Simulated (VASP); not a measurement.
Input:

```
CELL_PARAMETERS angstrom
      2.99699     0.00000     0.00000
     -1.49850     2.59547     0.00000
      0.00000     0.00000     8.08018
ATOMIC_POSITIONS crystal
  Mo 0.33333 0.66667 0.03806
  Mo 0.66667 0.33333 0.53806
  P  0.33333 0.66667 0.33694
  P  0.66667 0.33333 0.83694
```

Computed with PBEsol GGA, VASP's PBE PAW potentials (set 64) (plane waves; VASP). Settings: 400 eV cut-off, Gaussian smearing of 0.050 eV, potentials Mo_sv P.

Problem. Give the energies of bands 11 to 22 at the high-symmetry points, in eV from the Fermi level.

Solution. 
| band | Γ | M | K | A | L | H |
|---|---|---|---|---|---|---|
| 11 | -6.36 | -6.29 | -5.39 | -5.52 | -5.85 | -5.02 |
| 12 | -4.87 | -5.75 | -4.55 | -5.52 | -5.85 | -5.02 |
| 13 | -2.21 | -3.82 | -4.53 | -1.65 | -3.94 | -4.38 |
| 14 | -1.25 | -3.66 | -4.53 | -1.65 | -3.94 | -4.38 |
| 15 | -1.25 | -2.68 | -2.71 | -1.18 | -2.15 | -2.70 |
| 16 | -1.09 | -1.82 | -2.71 | -1.18 | -2.15 | -2.70 |
| 17 | -1.09 | -0.73 | -1.29 | -1.18 | -1.37 | -1.08 |
| 18 | -0.84 | -0.71 | -0.96 | -1.18 | -1.37 | -1.08 |
| 19 | 0.49 | -0.34 | -0.09 | 0.75 | 1.04 | -0.67 |
| 20 | 0.49 | 0.89 | -0.09 | 0.75 | 1.04 | -0.67 |
| 21 | 1.03 | 2.64 | 0.99 | 0.75 | 3.18 | 2.13 |
| 22 | 1.03 | 3.21 | 2.61 | 0.75 | 3.18 | 2.13 |

It has no gap at this level: it comes out as a metal or semimetal.

The structure was generated: MoP was put into the wurtzite type (P6_3mc), which need not be its known phase. It was relaxed first, which changed the volume by -43 %.
